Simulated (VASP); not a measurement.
All values below come from PBE GGA with D3 dispersion (zero damping), VASP's PBE PAW potentials (set 64) (plane waves; VASP).

VASP input:

### POSCAR
```
LiCl
5.080280
  0.0000000000   0.5000000247   0.5000000247
  0.5000000247   0.0000000000   0.5000000247
  0.5000000247   0.5000000247   0.0000000000
Li Cl
1 1
direct
  0.0000000000   0.0000000000   0.0000000000
  0.5000000000   0.5000000000   0.5000000000
```

### KPOINTS
```
k-points along high-symmetry lines
15
Line-mode
Reciprocal
  0.000000   0.000000   0.000000 ! GAMMA
  0.500000   0.000000   0.500000 ! X

  0.500000   0.000000   0.500000 ! X
  0.625000   0.250000   0.625000 ! U

  0.375000   0.375000   0.750000 ! K
  0.000000   0.000000   0.000000 ! GAMMA

  0.000000   0.000000   0.000000 ! GAMMA
  0.500000   0.500000   0.500000 ! L

  0.500000   0.500000   0.500000 ! L
  0.500000   0.250000   0.750000 ! W

  0.500000   0.250000   0.750000 ! W
  0.500000   0.000000   0.500000 ! X
```

INCAR:
```
LORBIT  =  11
LCHARG  =  F
LWAVE  =  F
SYSTEM  =  LiCl
LREAL  =  F
NELM  =  100
GGA  =  PE   ! PBE
SIGMA  =  0.05   ! width (eV)
ENCUT  =  520
IVDW  =  11   ! D3, zero damping
ALGO  =  Normal   ! blocked Davidson
EDIFF  =  1E-7   ! SCF stop (eV)
LASPH  =  T   ! aspherical one-centre terms
ISMEAR  =  0
PREC  =  Accurate
ICHARG  =  11   ! fixed density
```

POTCAR, in this order: Li_sv Cl (PBE.64 set). Program: vasp_std. Read from the step before: CHGCAR.

Output of the run:

**OSZICAR**
```
       N       E                     dE             d eps       ncg     rms          rms(c)
DAV:   1     0.414115172570E+02    0.41412E+02   -0.42854E+03  1628   0.104E+03
DAV:   2    -0.526502960856E+01   -0.46677E+02   -0.44411E+02  2108   0.161E+02
DAV:   3    -0.693955531914E+01   -0.16745E+01   -0.16730E+01  2176   0.363E+01
DAV:   4    -0.696823121396E+01   -0.28676E-01   -0.28629E-01  2482   0.453E+00
DAV:   5    -0.696847285793E+01   -0.24164E-03   -0.24164E-03  2301   0.385E-01
DAV:   6    -0.696847519676E+01   -0.23388E-05   -0.23387E-05  2522   0.322E-02
DAV:   7    -0.696847520825E+01   -0.11491E-07   -0.11469E-07  2287   0.229E-03
   1 F= -.73079911E+01 E0= -.73079911E+01  d E =-.134045E-20
```

**OUTCAR**
```
 val. band max:        0.8040819944   @ k =   0.0804   0.0804   0.1607

 cond. band min:       7.3111349949   @ k =   0.0000   0.0000   0.0000



 k-point     1 :       0.0000    0.0000    0.0000
  band No.  band energies     occupation
      1     -42.6728      2.00000
      2     -12.6999      2.00000
      3       0.8007      2.00000
      4       0.8007      2.00000
      5       0.8007      2.00000
      6       7.3111      0.00000
      7      12.7622      0.00000
      8      12.7622      0.00000
      9      12.7622      0.00000

 k-point     2 :       0.0357    0.0000    0.0357
  band No.  band energies     occupation
      1     -42.6728      2.00000
      2     -12.6908      2.00000
      3       0.7574      2.00000
      4       0.7839      2.00000
      5       0.7839      2.00000
      6       7.3737      0.00000
      7      12.6528      0.00000
      8      12.7679      0.00000
      9      12.7681      0.00000

 k-point     3 :       0.0714    0.0000    0.0714
  band No.  band energies     occupation
      1     -42.6726      2.00000
      2     -12.6640      2.00000
      3       0.6315      2.00000
      4       0.7347      2.00000
      5       0.7347      2.00000
      6       7.5565      0.00000
      7      12.3642      0.00000
      8      12.7898      0.00000
      9      12.7947      0.00000

 k-point     4 :       0.1071    0.0000    0.1071
  band No.  band energies     occupation
      1     -42.6724      2.00000
      2     -12.6200      2.00000
      3       0.4341      2.00000
      4       0.6567      2.00000
      5       0.6567      2.00000
      6       7.8478      0.00000
      7      11.9740      0.00000
      8      12.7435      0.00000
      9      12.8385      0.00000

 k-point     5 :       0.1429    0.0000    0.1429
  band No.  band energies     occupation
      1     -42.6720      2.00000
      2     -12.5601      2.00000
      3       0.1801      2.00000
      4       0.5555      2.00000
...
```

The density is held fixed in this step, so its total energy and stress have no physical meaning.

The compound is LiCl in the rock salt structure. It was relaxed first.
